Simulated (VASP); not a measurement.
Here is the system:

```
BP
1.0
    0.00000     2.20666     2.20666
    2.20666     0.00000     2.20666
    2.20666     2.20666     0.00000
B P
1 1
Direct
  0.00000   0.00000   0.00000
  0.25000   0.25000   0.25000
```

The numbers are results of PBE GGA with D3 dispersion (Becke-Johnson damping), VASP's PBE PAW potentials (set 64) (plane waves; VASP), not measurements. Settings: 520 eV cut-off, 10×10×10 Γ-centred mesh, Gaussian smearing of 0.050 eV, potentials B P.

Task: Estimate the energy per atom (σ→0), pressure.

Result: 
The energy per atom (σ→0) is -6.767 eV/atom and the pressure comes out as 11.83 GPa.

Only differences to runs with the same potentials and settings are physical.

The compound is BP in the zinc blende structure. This cell is one point of a volume scan, at 0.94 of the reference volume.
